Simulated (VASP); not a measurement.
The system is Cu.

```
CELL_PARAMETERS angstrom
0.00000 1.78500 1.78500
1.78500 0.00000 1.78500
1.78500 1.78500 0.00000
ATOMIC_POSITIONS crystal
Cu 0.00000 0.00000 0.00000
```

The cell was built by a generator and needn't be a form met in nature.

* Program: VASP 6.6.1
* Task: relaxation of cell and atoms
* Functional: PBEsol
* Dispersion: D4
* Potentials or basis: VASP PAW PBE potentials, release 64 (Cu)
* Cutoff: 600 eV
* k mesh: 20 × 20 × 20
* Occupations: methfessel-paxton, width 0.1 eV
* Spin: no spin polarisation

At the start: pressure -4.2 GPa; volume 11.37 Å³/atom.

**Question.** Where does the relaxation end?

**Answer.** Over 16 steps the energy falls by 4.1 meV/atom and the volume is 11.08 Å³/atom (-2.6 %); space group Fm-3m (No. 225, to 0.05 Å).

The path:
```csv
step,energy change (eV),largest force (eV/Å),pressure (GPa),volume (Å³)
1,0.0000,0.0000,-4.19,11.37
2,-0.0023,0.0000,4.34,10.89
3,-0.0041,0.0000,-0.09,11.07
4,-0.0041,0.0000,0.20,11.07
5,-0.0041,0.0000,-0.68,11.09
6,-0.0041,0.0000,0.65,11.07
7,-0.0041,0.0000,0.10,11.08
8,-0.0041,0.0000,0.14,11.08
9,-0.0041,0.0000,-0.54,11.08
10,-0.0041,0.0000,0.47,11.08
11,-0.0041,0.0000,0.12,11.08
12,-0.0041,0.0000,-0.34,11.08
13,-0.0041,0.0000,0.59,11.07
14,-0.0041,0.0000,0.16,11.08
15,-0.0041,0.0000,-0.25,11.08
16,-0.0041,0.0000,-0.02,11.08
```

Final structure:
```
CELL_PARAMETERS angstrom
0.00000 1.76927 1.76927
1.76927 0.00000 1.76927
1.76927 1.76927 0.00000
ATOMIC_POSITIONS crystal
Cu 0.00000 0.00000 0.00000
```

Caveat: the PAW data sets were made with another functional, which shifts forces and pressure a little; pairwise dispersion overbinds metals, which lowers pressure and volume.
